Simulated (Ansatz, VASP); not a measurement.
# TaN in two plane-wave programs, part 2 of 2

One calculation is typed for both programs; each brings its own data sets. How far apart do they land? The cell is taken from a series of runs on this material, whose earlier steps may have relaxed, scaled, displaced or heated it; both programs get it as it stands.

VASP 6.6.1 and Ansatz 0.2.0.

So far: The structure; VASP: zone-centre phonons, PBEsol, pair 1.

### 3. Ansatz: zone-centre phonons, PBEsol, pair 1

Level of this step: Ansatz beside VASP: Kohn-Sham DFT, plane waves, PBEsol (Ansatz).

Ansatz runs on its PAW soft_1 files.

The same cell, functional, mesh and smearing now go to Ansatz, which takes its cutoff from its data sets.

Input file input.yaml:

```yaml
crystal:
  lattice:
    - [0.0, 2.1761976499, 2.2530155362]
    - [2.1761976499, 0.0, 2.2530155362]
    - [2.1761976499, 2.1761976499, 0.0]
  atoms:
    - { symbol: "N", position: [0.0, 0.0, 0.0] }
    - { symbol: Ta, position: [0.5, 0.5, 0.5] }
kpoints:
  mp_grid: { grid: [16, 16, 16] }
hamiltonian:
  xc: pbesol
  pseudopotentials: { kind: paw, azcp: { folder: soft_1 }, xc_functional: pbe }
scf:
  occupations: { method: methfessel_paxton, width: 0.2 }
output:
  eigenvalues: true
phonons:
  method: dfpt
```

Started as:

```bash
ansatz run input.yaml --threads 4 --pin off --max-ram 10240MiB --backend cpu --events-out ev --progress --plain --runs-dir out
```

Numbers of over 12 decimals in the logs are rounded to 6 here.

Log:

```text
zone centre: on kpoints.mp_grid the ground state, and the responses unless they are solved on pairs of k-points, stand on 621 of the mesh's 4096 k-points, reduced under 8 symmetry operations, with k and −k counted as one. Each operation leaves every solved displacement unchanged or reverses it
Engine: ansatz 0.2.0, aarch64-unknown-linux-gnu
Pseudopotentials: kind: paw
Pseudopotential: N, paw, valence charge 5, recommended cutoff 420 eV (normal), soft_1/N.paw.azcp
Pseudopotential: Ta, paw, valence charge 13, recommended cutoff 420 eV (normal), soft_1/Ta.paw.azcp
Functional definition: PBEsol
  exchange = pbesol_x
  correlation = pbesol_c
Crystal: 2 atoms, lattice volume = 21.340 Å³
Basis set: ecut = 420 eV, 411 PW (Γ), exchange–correlation on 48×48×48 points (8 copies of the dense FFT grid, shifted against one another)
Bands: 13, of which v1, the nominal top of the filled ones, is band 9 counted from 1 (8 counted from 0)
Symmetry: 16 space group operations
k-points: 621 of 4096 (irreducible under 8 space group operations)
Non-local potential: N, projectors of the file, l = 0: 2, l = 1: 2, l = 2: 1
Non-local potential: Ta, projectors of the file, l = 0: 3, l = 1: 2, l = 2: 2, l = 3: 1
PAW form: soft (Blöchl's): semilocal exchange-correlation on the pseudo side does not see the compensation charge
PAW frozen core: N, regenerated for the run's functional, and the local potential with it (the file was generated under x = pbe(κ = 0.804, μ = 0.219515), c = pbe(β = 0.066725))
PAW frozen core: Ta, regenerated for the run's functional, and the local potential with it (the file was generated under x = pbe(κ = 0.804, μ = 0.219515), c = pbe(β = 0.066725))
PAW one-centre angular grid: N, 110 points (default); XC on 64 Gauss nodes
PAW one-centre angular grid: Ta, 590 points (default); XC on 64 Gauss nodes
Initial density: superposition of atomic densities (chi_scale 0.1, normalization cell, long waves kept (reshape's long-wave potential 0.00 eV rms))
Initial wavefunctions: pseudopotential atomic-orbital guess
Functional: x = pbesol(κ = 0.804, μ = 0.123457), c = pbesol(β = 0.046)
SCF iter   1: F=—  HF=-10188.027369 eV  |F-HF|=—  |Δ(HF+E_count)|=         —  Δρ=4.70e-2  dr2=4.50e-1  ethr=3.10e-3  ⟨swp⟩=5.0  Hψ=86282  notcnv=0
automatic band count: the SCF goes on with 17 bands, as 13 were too few: the levels above may hold too much charge
preconditioner: auto → none  [metal: Δε(μ)=0.003 eV  Ē_g=15.747 eV  σ=0.200 eV  W_gap=0.01  n_scr=8 (ndim 8)  ℏωp=25.4 eV  f_vac=0.000  D(μ)=0.92/eV (n_scr^D=8)  sad-step TF]
SCF iter   2: F=—  HF=-10188.003228 eV  |F-HF|=—  |Δ(HF+E_count)|=   2.41e-2  S|Δr|=    0.00e0  Δρ=3.33e-2  dr2=2.65e-1  ethr=2.50e-3  ⟨swp⟩=1.0  Hψ=15525  notcnv=0
SCF iter   3: F=—  HF=-10187.944220 eV  |F-HF|=—  |Δ(HF+E_count)|=   5.90e-2  S|Δr|=    0.00e0  Δρ=3.01e-3  dr2=4.05e-4  ethr=1.47e-3  ⟨swp⟩=2.4  Hψ=13824  notcnv=0
SCF iter   4: F=—  HF=-10187.944489 eV  |F-HF|=—  |Δ(HF+E_count)|=   2.68e-4  S|Δr|=    0.00e0  Δρ=5.52e-4  dr2=7.19e-5  ethr=2.25e-6  ⟨swp⟩=2.6  Hψ=18386  notcnv=0  defer=563
SCF iter   5: F=—  HF=-10187.944478 eV  |F-HF|=—  |Δ(HF+E_count)|=   1.07e-5  S|Δr|=    0.00e0  Δρ=3.72e-5  dr2=1.72e-7  ethr=4.00e-7  ⟨swp⟩=1.9  Hψ=11064  notcnv=0  defer=563
SCF iter   6: F=—  HF=-10187.944477 eV  |F-HF|=—  |Δ(HF+E_count)|=   9.01e-7  S|Δr|=    0.00e0  Δρ=4.58e-6  dr2=1.74e-9  ethr=9.56e-10  ⟨swp⟩=2.3  Hψ=13698  notcnv=0  defer=650
SCF iter   7: F=—  HF=-10187.944477 eV  |F-HF|=—  |Δ(HF+E_count)|=  1.47e-10  S|Δr|=    0.00e0  Δρ=5.66e-7  dr2=4.64e-11  ethr=9.66e-12  ⟨swp⟩=2.3  Hψ=13443  notcnv=0  defer=650
SCF iter   8: F=-10187.944477 eV  HF=-10187.944477 eV  |F-HF|=1.82e-12  |Δ(HF+E_count)|=  1.64e-11  S|Δr|=    0.00e0  Δρ=5.48e-8  dr2=3.33e-13  ethr=1.00e-12  ⟨swp⟩=9.1  Hψ=46966  notcnv=0
SCF 1 converged in 8 iterations: F = -10187.944477 eV  dr2 = 3.33e-13
  greatest PAW one-centre occupation: 0.999 electrons in one spin orbital (limit 2), on the Ta atom at site 1 (counted from 0), in its partial waves of l = 0
DFPT response loops at Γ: preconditioner auto → Kerker (q_TF=auto, 2.652 Å⁻¹) (partly filled bands, converged f_vac=0.000); β = 1.00, the filter's whole step (`scf.mixing.beta` (0.50) is not read by the response loops under this deck's `scf.mixing.preconditioner`; to damp them name `kerker` or `kerker_dos`, under which they read `scf.mixing.beta`, and type it under 1.00, their step now; both keys bind the ground state too); Broyden in place of MSR1
SCF converged after 8 iterations
Stability not checked: this state was not tested for a lower state beside it, because cold or Methfessel-Paxton smearing, or corrected tetrahedra, fill the levels in a way that the test cannot read (fill_not_monotonic; see scf.lower_state_search)
Free energy (F): -10187.944477 eV
Harris-Foulkes:  -10187.944477 eV  (|F-HF|=1.82e-12)
Internal energy: -10187.944298 eV  (E = F + TS)
E sigma→0 (E₀):  -10187.944432 eV
Entropy (-TS):   -0.000179 eV (-0.089 meV/atom)
Fermi energy:    21.326825 eV
--- Per-component energies (eV) ---
  E_band       = -49.964896
  E_kinetic    = 524.308298
  E_local      = -574.189520  (includes V_loc(G=0)·N_el)
  E_nonlocal   = 26.401334
  E_hartree    = 204.406969
  E_xc         = -378.925155
  E_vxc        = -310.126321  (∫ρ·V_xc dr)
  E_paw        = -8304.588563  (= ΣΔE_a)
  E_vpaw       = -125.173524  (= ΣTr[D̂ρ^β])
  E_aug_tail   = 0.000914  (compensation charges beyond the density's cutoff)
  E_ewald      = -1685.600385
  E_core_change = 0.241812  (= ΣΔE_core)
  E_smearing   = -0.000179  (= −TS)
  E_closure    = 0.000000  (closes the sum)
  Σ components = -10187.944477   (vs F -10187.944477, Δ=0.00e0)
--- Band table (eV; the first three rows and the last of 621) ---
  k-point 0: bands = [... 5 lower, 17.4343, 17.5732, 17.5732, 18.9484, 19.3801, 19.3801, 20.9247, 21.6183, ... 4 higher]
  k-point 1: bands = [... 5 lower, 16.9843, 17.1550, 17.2383, 19.1719, 19.5203, 19.5610, 21.3117, 22.0192, ... 4 higher]
  k-point 2: bands = [... 5 lower, 15.9663, 16.4286, 16.5315, 19.5933, 19.8603, 19.8605, 22.2446, 22.9937, ... 4 higher]
  k-point 620: bands = [... 5 lower, 14.4814, 15.9055, 16.8290, 16.8290, 23.4210, 24.8895, 24.8895, 25.7983, ... 4 higher]
--- Phonons (Γ-DFPT): 4 representative perturbations + reference, on 621 of 4096 k-points (Σ response iterations 12) ---
  k mesh reduced under 8 symmetry operations, with k and −k counted as one. Each operation leaves every solved displacement unchanged or reverses it
  ASR residual: 3.546e-5 → 0.000e0 eV/Å²; symmetrization residual: 2.821e-7 eV/Å²
  ASR residual per site (eV/Å²): 4.19e-6 3.55e-5
  Γ frequencies (cm⁻¹): 0.00 0.00 0.00 292.76 430.28 430.28
  non-analytic LO–TO correction: not included (Born effective charges unavailable; polar crystals: no LO–TO splitting at Γ)
```

### 4. Comparison

Known differences besides the potentials themselves: the data sets hold 18 valence electrons in Ansatz (on its PAW soft_1 files) and 16 in VASP; the cutoff is 420 eV in Ansatz and 600 eV in VASP; Ansatz makes its cores anew for this functional, VASP keeps those of its PBE data sets. Total energies have different zeros and are not compared.

The two programs side by side:

```tsv
quantity	Ansatz	VASP	difference
optical mode 1 (cm⁻¹)	292.8	293.5	-0.24 %
optical mode 2 to 3 (cm⁻¹)	430.3	431.8	-0.36 %
```

Modes are paired by rising frequency, not by their patterns, so a pair may set unlike modes beside each other; they are those without the splitting of longitudinal modes.

### 5. VASP: zone-centre phonons, PBEsol, pair 2

Second derivatives magnify differences that forces hide, and they need a tight electronic threshold. The cell compared in this pair holds 21.46 Å³, against 21.34 Å³ for the pair before.

Input file INCAR:

```
SYSTEM = TaN
PREC = Accurate
ENCUT = 600
EDIFF = 1E-08
NELM = 120
ISMEAR = 1
SIGMA = 0.2
LREAL = .FALSE.
ALGO = Normal
GGA = PS
NBANDS = 14
LASPH = .TRUE.
LORBIT = 11
LWAVE = .FALSE.
LCHARG = .FALSE.
ISIF = 2
IBRION = 8
GGA_COMPAT = .FALSE.
KPAR = 2
```

Input file POSCAR:

```
TaN
1.0
    0.0000000000      2.1720165338      2.2748894734
    2.1720165338      0.0000000000      2.2748894734
    2.1720165338      2.1720165338      0.0000000000
N Ta
1 1
Direct
    0.0000000000      0.0000000000      0.0000000000
    0.5000000000      0.5000000000      0.5000000000
```

Input file KPOINTS:

```
Automatic mesh
0
Gamma
16 16 16
0 0 0
```

PAW data sets: N and Ta_pv (PBE family, release 64).

Started as:

```bash
mpirun -np 2 vasp_std
```

Log:

```text
[banner, memory and clock lines left out]
running    2 mpi-ranks, on    1 nodes
[...]
[... a notice as in an earlier step ...]

 LDA part: xc-table for (Slater+PW92), standard interpolation
 POSCAR, INCAR and KPOINTS ok, starting setup
[...]
entering main loop
       N       E                     dE             d eps       ncg     rms          rms(c)
DAV:   1     0.962347193872E+02    0.96235E+02   -0.97940E+03  9772   0.135E+03
DAV:   2    -0.225321579569E+02   -0.11877E+03   -0.11219E+03 12058   0.340E+02
DAV:   3    -0.259324657116E+02   -0.34003E+01   -0.33541E+01 11352   0.542E+01
DAV:   4    -0.259520106911E+02   -0.19545E-01   -0.19484E-01 11298   0.414E+00
[...]
DAV:  13    -0.231559294841E+02    0.80615E-07   -0.16705E-07 10684   0.344E-03    0.580E-04
DAV:  14    -0.231559294518E+02    0.32274E-07   -0.46616E-09  7898   0.879E-04    0.400E-04
DAV:  15    -0.231559294453E+02    0.64683E-08   -0.86275E-10  5588   0.389E-04
   1 F= -.23155929E+02 E0= -.23156184E+02  d E =0.764559E-03
[...]
RMM:   9    -0.163955229856E+00   -0.83251E-06   -0.11501E-07 35513   0.378E-04    0.459E-05
RMM:  10    -0.163955903676E+00   -0.67382E-06    0.51178E-08 32333   0.242E-04    0.683E-06
RMM:  11    -0.163955896174E+00    0.75020E-08    0.16599E-10 37550   0.115E-04    0.952E-06
 first order change of Fermi-energy   0.24320E-03
 force on displaced ion       2 direction 1 :  -9.333   0.000   0.000
 Linear response progress:
  Degree of freedom:   4/  4
       N       E                     dE             d eps       ncg     rms          rms(c)
RMM:   1    -0.138722261639E+00   -0.13872E+00    0.11577E+01 10424   0.242E+01
RMM:   2    -0.166575500276E+00   -0.27853E-01   -0.26865E-02 15347   0.149E+00    0.941E-02
RMM:   3    -0.165972191397E+00    0.60331E-03   -0.19237E-03 17727   0.275E-01    0.442E-02
RMM:   4    -0.165560351084E+00    0.41184E-03   -0.15485E-04 19258   0.793E-02    0.189E-02
[...]
RMM:  11    -0.165346520115E+00   -0.22979E-08   -0.23274E-07 21050   0.710E-05    0.438E-06
RMM:  12    -0.165346488968E+00    0.31147E-07   -0.11972E-07 18746   0.389E-05    0.153E-06
RMM:  13    -0.165346494028E+00   -0.50603E-08   -0.67880E-08 17693   0.213E-05    0.702E-07
 first order change of Fermi-energy   0.56225E-03
 force on displaced ion       2 direction 3 :   0.000   0.000  -3.633
 Linear response finished
```

OUTCAR, selected parts (step 5):

```text
  Total        0.1471980      0.1471980     -2.5872458      0.0000000      0.0000000      0.0000000
  in kB       10.9874243     10.9874243   -193.1219842      0.0000000      0.0000000      0.0000000
  external PRESSURE =     -57.0490452 kB  Pullay stress =       0.0000000 kB

 POSITION                                       TOTAL-FORCE (eV/Angst)
 -----------------------------------------------------------------------------------
      0.00000      0.00000      0.00000        -0.000000      0.000000      0.000000
      2.17202      2.17202      2.27489         0.000000     -0.000000     -0.000000
 -----------------------------------------------------------------------------------
    total drift:                                0.000000      0.000000      0.000000

[... 1 part as in an earlier step ...]

[... 1 further part left out ...]
```

### 6. Ansatz: zone-centre phonons, PBEsol, pair 2

The same cell, functional, mesh and smearing now go to Ansatz, which takes its cutoff from its data sets.

The cell is taken from a series of runs on this material, whose earlier steps may have relaxed, scaled, displaced or heated it; both programs get it as it stands.

input.yaml, the sections that differ from step 3:

```yaml
crystal:
  lattice:
    - [0.0, 2.1720165338, 2.2748894734]
    - [2.1720165338, 0.0, 2.2748894734]
    - [2.1720165338, 2.1720165338, 0.0]
  atoms:
    - { symbol: "N", position: [0.0, 0.0, 0.0] }
    - { symbol: Ta, position: [0.5, 0.5, 0.5] }
# kpoints, hamiltonian, scf, output, phonons: as in step 3
```

Started as:

```bash
ansatz run input.yaml --threads 4 --pin off --max-ram 10240MiB --backend cpu --events-out ev --progress --plain --runs-dir out
```

Log:

```text
[...]
Crystal: 2 atoms, lattice volume = 21.464 Å³
Basis set: ecut = 420 eV, 411 PW (Γ), exchange–correlation on 48×48×48 points (8 copies of the dense FFT grid, shifted against one another)
Bands: 13, of which v1, the nominal top of the filled ones, is band 9 counted from 1 (8 counted from 0)
Symmetry: 16 space group operations
k-points: 621 of 4096 (irreducible under 8 space group operations)
[...]
k-point 2: bands = [... 5 lower, 15.8448, 16.3018, 16.4325, 19.4173, 19.7646, 19.7783, 21.9007, 22.9344, ... 4 higher]
  k-point 620: bands = [... 5 lower, 14.2911, 15.8199, 16.7418, 16.7418, 23.2663, 24.7143, 24.7143, 25.5786, ... 4 higher]
[...]
ASR residual: 6.294e-5 → 0.000e0 eV/Å²; symmetrization residual: 9.760e-7 eV/Å²
  ASR residual per site (eV/Å²): 1.00e-5 6.29e-5
  Γ frequencies (cm⁻¹): 0.00 0.00 0.00 275.28 440.21 440.21
[...]
[key lines of the parts left out:]
SCF converged after 8 iterations
Free energy (F): -10187.920474 eV
Fermi energy:    21.180140 eV
```

### 7. Differences

What differs besides the data sets and the points named for the pairs above, as far as they apply: the data sets hold 18 valence electrons in Ansatz (on its PAW soft_1 files) and 16 in VASP. Total energies have different zeros and are not compared.

Both answers:

```tsv
quantity	Ansatz	VASP	difference
optical mode 1 (cm⁻¹)	275.3	275.9	-0.24 %
optical mode 2 to 3 (cm⁻¹)	440.2	442.0	-0.40 %
```

Modes are paired by rising frequency, not by their patterns, so a pair may set unlike modes beside each other; they are those without the splitting of longitudinal modes.

### 8. Outcome

```
r.m.s. difference of the optical zone-centre modes, each program's sorted by frequency (zone-centre phonons, PBEsol, pair 1) : 1.3 cm⁻¹
r.m.s. difference of the optical zone-centre modes, each program's sorted by frequency (zone-centre phonons, PBEsol, pair 2) : 1.5 cm⁻¹
```

**Reading.** The r.m.s. difference of the optical zone-centre modes, each program's sorted by frequency is 1.3 cm⁻¹ (zone-centre phonons, PBEsol, pair 1). The data sets hold unlike numbers of valence electrons (18 in Ansatz and 16 in VASP), so part of the differences comes from the potentials. How closely two codes agree says nothing of how well the functional describes the real material.

[Lines on the potential files, build, host, timing and source positions are cut from VASP's logs without a mark.]

[Logs are printed without paths, hosts, clocks, repeated set-up lines and the standing remarks that a program may print on its own settings, such as how far it seeks lower states.]

[Hosts, paths, dates, database ids (printed as entryN), source tags and the programs' standing remarks are cut or masked in the printed files.]
